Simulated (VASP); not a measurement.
Input:

```yaml
crystal:
  lattice:
    - [0.00000, 2.79666, 2.79666]
    - [2.79666, 0.00000, 2.79666]
    - [2.79666, 2.79666, 0.00000]
  atoms:
    - { symbol: Ag, position: [0.00000, 0.00000, 0.00000] }
    - { symbol: Cl, position: [0.50000, 0.50000, 0.50000] }
```

These are PW91 GGA, VASP's PBE PAW potentials (set 64) (plane waves; VASP) values and carry that method's errors. Run with 520 eV cut-off, Gaussian smearing of 0.050 eV, potentials Ag Cl.

Q: Estimate the band gap (along the path) with the smallest direct gap where there is one.

A: 
```
Item                                   Result
------------------------------------  -------
band gap (along the path)             0.91 eV
smallest direct gap (along the path)  2.91 eV
```

Total energies compare only between runs with the same potentials, cut-off and functional.

The compound is AgCl in the rock salt structure. It was relaxed first.
